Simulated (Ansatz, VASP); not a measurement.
**Ba2C: VASP beside Ansatz**

Aim: how closely do two programs agree when they are given the same cell, functional and k mesh? The cell is generated by rule, not measured, and may not be a known phase. The cell is taken from a series of runs on this material, whose earlier steps may have relaxed, scaled, displaced or heated it; both programs get it as it stands.

Program: Ansatz 0.2.0. Level of theory: plane waves, with VASP 6.6.1 beside it; zone-centre phonons at LDA. Results are calculated unless marked as measured.

The structure was built from a prototype and need not be the compound's stable phase.

## Step 1: The structure

It takes space group Fm-3m (No. 225, cubic). Conventional cell: a = 6.792 Å, b = 6.792 Å, c = 6.792 Å, α = 90.00°, β = 90.00°, γ = 90.00°. Ba has 4 C at 2.94 Å nearest. Nearest to C lie 8 Ba at 2.94 Å. Farther neighbours are not listed.

Coordinates:

```xyz
3
Lattice="0.0000 3.3958 3.3958 3.3958 0.0000 3.3958 3.3958 3.3958 0.0000" Properties=species:S:1:pos:R:3 pbc="T T T"
Ba    1.6979    1.6979    1.6979
Ba    5.0938    5.0938    5.0938
C     0.0000    0.0000    0.0000
```

## Step 2: VASP: zone-centre phonons, LDA

Second derivatives magnify differences that forces hide, and they need a tight electronic threshold.

Lines of VASP's logs that name or quote its potential files are left out, and so is its time.

INCAR

```
SYSTEM = Ba2C
PREC = Accurate
ENCUT = 600
EDIFF = 1E-08
NELM = 120
ISMEAR = 1
SIGMA = 0.15
LREAL = .FALSE.
ALGO = Normal
GGA = CA
NBANDS = 18
LORBIT = 11
LWAVE = .FALSE.
LCHARG = .FALSE.
ISIF = 2
IBRION = 8
LASPH = .TRUE.
GGA_COMPAT = .FALSE.
KPAR = 2
```

POSCAR

```
Ba2C
1.0
    0.0000000000      3.3958497574      3.3958497574
    3.3958497574      0.0000000000      3.3958497574
    3.3958497574      3.3958497574      0.0000000000
Ba C
2 1
Direct
    0.2500000000      0.2500000000      0.2500000000
    0.7500000000      0.7500000000      0.7500000000
    0.0000000000      0.0000000000      0.0000000000
```

KPOINTS

```
Automatic mesh
0
Gamma
10 10 10
0 0 0
```

Potentials, in the order of the species: Ba_sv and C (LDA family, release 64).

Launch:

```sh
$ mpirun -np 2 vasp_std
```

Numbers of over 12 decimals in the logs are rounded to 6 here.

The program printed:

```text
[banner, memory and clock lines left out]
running    2 mpi-ranks, on    1 nodes
 distrk:  each k-point on    1 cores,    2 groups
 distr:  one band on    1 cores,    1 groups

 POSCAR found type information on POSCAR BaC
 POSCAR found :  2 types and       3 ions
 LDA part: xc-table for (Slater(with rela. corr.)+CA(PZ))
 , standard interpolation
 POSCAR, INCAR and KPOINTS ok, starting setup
 FFT: planning ... GRIDC
 FFT: planning ... GRID_SOFT
 FFT: planning ... GRID
 WAVECAR not read
 entering main loop
       N       E                     dE             d eps       ncg     rms          rms(c)
DAV:   1     0.150338275642E+03    0.15034E+03   -0.12231E+04  1692   0.134E+03
DAV:   2    -0.686722950645E+01   -0.15721E+03   -0.15338E+03  2364   0.233E+02
DAV:   3    -0.161032052141E+02   -0.92360E+01   -0.91936E+01  2172   0.573E+01
DAV:   4    -0.164234276151E+02   -0.32022E+00   -0.31983E+00  2632   0.805E+00
DAV:   5    -0.164252181249E+02   -0.17905E-02   -0.17903E-02  2168   0.696E-01    0.109E+01
DAV:   6    -0.136339708883E+02    0.27912E+01   -0.46581E+01  1958   0.192E+01    0.929E+00
DAV:   7    -0.127640115778E+02    0.86996E+00   -0.65752E+00  1928   0.721E+00    0.306E+00
DAV:   8    -0.126698593584E+02    0.94152E-01   -0.40808E-01  1826   0.300E+00    0.114E+00
DAV:   9    -0.126641179826E+02    0.57414E-02   -0.33730E-02  2590   0.837E-01    0.281E-01
DAV:  10    -0.126642665170E+02   -0.14853E-03   -0.63660E-03  2176   0.275E-01    0.112E-01
DAV:  11    -0.126639858088E+02    0.28071E-03   -0.28585E-03  2184   0.130E-01    0.259E-02
DAV:  12    -0.126639698931E+02    0.15916E-04   -0.23145E-04  2154   0.400E-02    0.121E-02
DAV:  13    -0.126639681994E+02    0.16937E-05   -0.89165E-06  2044   0.132E-02    0.396E-03
DAV:  14    -0.126639677930E+02    0.40640E-06   -0.34857E-06  2040   0.478E-03    0.142E-03
DAV:  15    -0.126639677837E+02    0.92884E-08   -0.13017E-07  1718   0.152E-03    0.608E-04
DAV:  16    -0.126639677792E+02    0.44920E-08   -0.94811E-09  1200   0.349E-04
   1 F= -.12663968E+02 E0= -.12664517E+02  d E =0.164890E-02
 Linear response reoptimize wavefunctions to high precision
DAV:   1    -0.126639677775E+02    0.17092E-08   -0.17669E-08  1774   0.315E-04
DAV:   2    -0.126639677776E+02   -0.12187E-09   -0.37661E-10  1028   0.106E-04
DAV:   3    -0.126639677776E+02    0.26830E-10   -0.56577E-11  1018   0.409E-05
 Linear response DOF=           2
 Linear response progress:
  Degree of freedom:   1/  2
       N       E                     dE             d eps       ncg     rms          rms(c)
RMM:   1    -0.194620474628E+00   -0.19462E+00    0.29805E-01 11007   0.280E+00
RMM:   2    -0.201838349523E+00   -0.72179E-02   -0.29801E-02 11615   0.628E-01    0.998E-02
RMM:   3    -0.202450304774E+00   -0.61196E-03   -0.24183E-03 13552   0.188E-01    0.623E-02
RMM:   4    -0.202562349019E+00   -0.11204E-03   -0.24115E-04 11979   0.814E-02    0.123E-02
RMM:   5    -0.202635418423E+00   -0.73069E-04   -0.39702E-05 13960   0.214E-02    0.538E-03
RMM:   6    -0.202686907983E+00   -0.51490E-04   -0.54119E-06 13450   0.784E-03    0.811E-04
RMM:   7    -0.202688423453E+00   -0.15155E-05   -0.94538E-07 14877   0.250E-03    0.495E-04
RMM:   8    -0.202690706824E+00   -0.22834E-05   -0.30692E-07 15153   0.977E-04    0.231E-04
RMM:   9    -0.202692659109E+00   -0.19523E-05   -0.58587E-08 15094   0.471E-04    0.567E-05
RMM:  10    -0.202692765609E+00   -0.10650E-06    0.10557E-07 15323   0.235E-04    0.186E-05
RMM:  11    -0.202692818143E+00   -0.52534E-07    0.91440E-08 15661   0.149E-04    0.601E-06
RMM:  12    -0.202692862384E+00   -0.44241E-07    0.41334E-08 15087   0.113E-04    0.414E-06
RMM:  13    -0.202692887583E+00   -0.25199E-07    0.87676E-08 14618   0.976E-05    0.796E-07
RMM:  14    -0.202692884310E+00    0.32735E-08    0.89146E-08 13703   0.900E-05    0.490E-07
 first order change of Fermi-energy   0.11266E-03
 force on displaced ion       1 direction 1 :  -2.276  -0.000  -0.000
 Linear response progress:
  Degree of freedom:   2/  2
       N       E                     dE             d eps       ncg     rms          rms(c)
RMM:   1    -0.119078834538E+00   -0.11908E+00   -0.89290E-03  6590   0.127E+00
RMM:   2    -0.114150210802E+00    0.49286E-02   -0.64445E-03  6347   0.272E-01    0.107E-01
RMM:   3    -0.114331948287E+00   -0.18174E-03   -0.13874E-03  6539   0.137E-01    0.475E-02
RMM:   4    -0.114790626597E+00   -0.45868E-03   -0.50166E-04  6463   0.914E-02    0.126E-02
RMM:   5    -0.114680441440E+00    0.11019E-03   -0.63443E-05  7149   0.231E-02    0.341E-03
RMM:   6    -0.114706966804E+00   -0.26525E-04   -0.55965E-06  7426   0.722E-03    0.115E-03
RMM:   7    -0.114710536106E+00   -0.35693E-05    0.52233E-07  8017   0.209E-03    0.652E-04
RMM:   8    -0.114709461305E+00    0.10748E-05   -0.14211E-06  7855   0.812E-04    0.196E-04
RMM:   9    -0.114710730163E+00   -0.12689E-05   -0.12596E-07  8312   0.303E-04    0.896E-05
RMM:  10    -0.114711185718E+00   -0.45556E-06    0.28609E-07  8026   0.147E-04    0.179E-05
RMM:  11    -0.114711292518E+00   -0.10680E-06    0.19180E-08  8957   0.640E-05    0.787E-06
RMM:  12    -0.114711304301E+00   -0.11783E-07    0.91422E-09  8680   0.401E-05    0.182E-06
RMM:  13    -0.114711287697E+00    0.16605E-07   -0.21854E-08  8422   0.337E-05    0.293E-07
RMM:  14    -0.114711289381E+00   -0.16841E-08   -0.16225E-08  6631   0.313E-05    0.133E-07
 first order change of Fermi-energy  -0.37377E-03
 force on displaced ion       3 direction 1 :  -3.020   0.000   0.000
 Linear response finished
```

OUTCAR, selected parts (step 2):

```text
ion  position               nearest neighbor table
   1  0.250  0.250  0.250-   3 2.94   3 2.94   3 2.94   3 2.94   2 3.40   2 3.40   2 3.40   2 3.40
                             2 3.40   2 3.40
   2  0.750  0.750  0.750-   3 2.94   3 2.94   3 2.94   3 2.94   1 3.40   1 3.40   1 3.40   1 3.40
                             1 3.40   1 3.40
   3  0.000  0.000  0.000-   2 2.94   2 2.94   2 2.94   1 2.94   1 2.94   1 2.94   2 2.94   1 2.94

  LATTYP: Found a face centered cubic cell.
 ALAT       =     6.7916995148

 Subroutine GETGRP returns: Found 48 space group operations
 (whereof 48 operations were pure point group operations)

The static configuration has the point symmetry O_h .

 Found     47 irreducible k-points:

   k-points           NKPTS =     47   k-points in BZ     NKDIM =     47   number of bands    NBANDS=     18

   dimension x,y,z NGX =    40 NGY =   40 NGZ =   40
   dimension x,y,z NGXF=    80 NGYF=   80 NGZF=   80

   ENCUT  =  600.0 eV  44.10 Ry    6.64 a.u.   9.59  9.59  9.59*2*pi/ulx,y,z

   NELECT =      24.0000    total number of electrons

 k-points in reciprocal lattice and weights: Automatic mesh
   0.00000000  0.00000000  0.00000000       0.001
   0.10000000  0.00000000  0.00000000       0.008
   0.20000000  0.00000000  0.00000000       0.008
   0.30000000  0.00000000  0.00000000       0.008
   0.40000000  0.00000000  0.00000000       0.008
   0.50000000  0.00000000  0.00000000       0.004
   0.10000000  0.10000000  0.00000000       0.006
   0.20000000  0.10000000  0.00000000       0.024
   0.30000000  0.10000000  0.00000000       0.024
[...]
-0.30000000  0.40000000  0.20000000       0.024
  -0.30000000  0.50000000  0.20000000       0.012

 average (electrostatic) potential at core
       1 -35.4163       2 -35.4163       3 -54.2490

  Total        0.9697074      0.9697074      0.9697074      0.0000000     -0.0000000      0.0000000
  in kB       19.8369961     19.8369961     19.8369961      0.0000000     -0.0000000      0.0000000
  external PRESSURE =      19.8369961 kB  Pullay stress =       0.0000000 kB

  energy-cutoff  :      600.00
  volume of cell :       78.32
      direct lattice vectors                 reciprocal lattice vectors
     0.000000000  3.395849757  3.395849757    -0.147238552  0.147238552  0.147238552
     3.395849757  0.000000000  3.395849757     0.147238552 -0.147238552  0.147238552
     3.395849757  3.395849757  0.000000000     0.147238552  0.147238552 -0.147238552

 POSITION                                       TOTAL-FORCE (eV/Angst)
 -----------------------------------------------------------------------------------
      1.69792      1.69792      1.69792        -0.000000     -0.000000     -0.000000
      5.09377      5.09377      5.09377         0.000000      0.000000      0.000000
      0.00000      0.00000      0.00000        -0.000000     -0.000000     -0.000000
 -----------------------------------------------------------------------------------
    total drift:                                0.000000     -0.000000      0.000000

 Eigenvectors and eigenvalues of the dynamical matrix
 ----------------------------------------------------

   1 f  =    8.008118 THz    50.316490 2PiTHz  267.122066 cm-1    33.118900 meV
             X         Y         Z           dx          dy          dz
      1.697925  1.697925  1.697925     0.000000   -0.000000   -0.144691
      5.093775  5.093775  5.093775     0.000000   -0.000000   -0.144691
      0.000000  0.000000  0.000000     0.000000    0.000000    0.978841

   2 f  =    8.008118 THz    50.316490 2PiTHz  267.122066 cm-1    33.118900 meV
             X         Y         Z           dx          dy          dz
      1.697925  1.697925  1.697925     0.072860    0.125008    0.000000
      5.093775  5.093775  5.093775     0.072860    0.125008    0.000000
      0.000000  0.000000  0.000000    -0.492900   -0.845682    0.000000

   3 f  =    8.008118 THz    50.316490 2PiTHz  267.122066 cm-1    33.118900 meV
             X         Y         Z           dx          dy          dz
      1.697925  1.697925  1.697925     0.125008   -0.072860    0.000000
      5.093775  5.093775  5.093775     0.125008   -0.072860   -0.000000
      0.000000  0.000000  0.000000    -0.845682    0.492900   -0.000000

   4 f  =    2.326919 THz    14.620460 2PiTHz   77.617648 cm-1     9.623358 meV
             X         Y         Z           dx          dy          dz
      1.697925  1.697925  1.697925    -0.353508   -0.407219   -0.457389
      5.093775  5.093775  5.093775     0.353508    0.407219    0.457389
      0.000000  0.000000  0.000000    -0.000000    0.000000   -0.000000

   5 f  =    2.326919 THz    14.620460 2PiTHz   77.617648 cm-1     9.623358 meV
             X         Y         Z           dx          dy          dz
      1.697925  1.697925  1.697925     0.611574   -0.262155   -0.239274
      5.093775  5.093775  5.093775    -0.611574    0.262155    0.239274
      0.000000  0.000000  0.000000    -0.000000    0.000000   -0.000000

   6 f  =    2.326919 THz    14.620460 2PiTHz   77.617648 cm-1     9.623358 meV
             X         Y         Z           dx          dy          dz
      1.697925  1.697925  1.697925     0.031777    0.515216   -0.483263
      5.093775  5.093775  5.093775    -0.031777   -0.515216    0.483263
      0.000000  0.000000  0.000000    -0.000000    0.000000   -0.000000

   7 f/i=    0.000559 THz     0.003513 2PiTHz    0.018650 cm-1     0.002312 meV
             X         Y         Z           dx          dy          dz
      1.697925  1.697925  1.697925    -0.001169   -0.681905    0.118609
      5.093775  5.093775  5.093775    -0.001169   -0.681905    0.118609
      0.000000  0.000000  0.000000    -0.000346   -0.201597    0.035065

   8 f/i=    0.000559 THz     0.003513 2PiTHz    0.018650 cm-1     0.002312 meV
             X         Y         Z           dx          dy          dz
      1.697925  1.697925  1.697925    -0.000833   -0.118608   -0.681906
      5.093775  5.093775  5.093775    -0.000833   -0.118608   -0.681906
      0.000000  0.000000  0.000000    -0.000246   -0.035065   -0.201597

   9 f/i=    0.000559 THz     0.003513 2PiTHz    0.018650 cm-1     0.002312 meV
             X         Y         Z           dx          dy          dz
      1.697925  1.697925  1.697925     0.692143   -0.001294   -0.000621
      5.093775  5.093775  5.093775     0.692143   -0.001294   -0.000621
      0.000000  0.000000  0.000000     0.204624   -0.000383   -0.000184

 ELASTIC MODULI CONTR FROM IONIC RELAXATION (kBar)
 Direction    XX          YY          ZZ          XY          YZ          ZX
 --------------------------------------------------------------------------------
 XX          -0.0000     -0.0000     -0.0000      0.0000     -0.0000      0.0000
 YY          -0.0000     -0.0000      0.0000      0.0000     -0.0000     -0.0000
 ZZ          -0.0000      0.0000     -0.0000     -0.0000     -0.0000      0.0000
 XY           0.0000      0.0000     -0.0000    -52.8201      0.0000     -0.0000
 YZ          -0.0000     -0.0000     -0.0000      0.0000    -52.8201     -0.0000
 ZX           0.0000     -0.0000      0.0000     -0.0000     -0.0000    -52.8201
 --------------------------------------------------------------------------------
```

Harder data sets than Ba_sv exist (the GW ones), and pressures, volumes and forces can shift noticeably with them.

(Continued in part 2 of 2.)

[Lines on the potential files, build, host, timing and source positions are cut from VASP's logs without a mark.]

[Logs are printed without paths, hosts, clocks, repeated set-up lines and the standing remarks that a program may print on its own settings, such as how far it seeks lower states.]

[Hosts, paths, dates, database ids (printed as entryN), source tags and the programs' standing remarks are cut or masked in the printed files.]
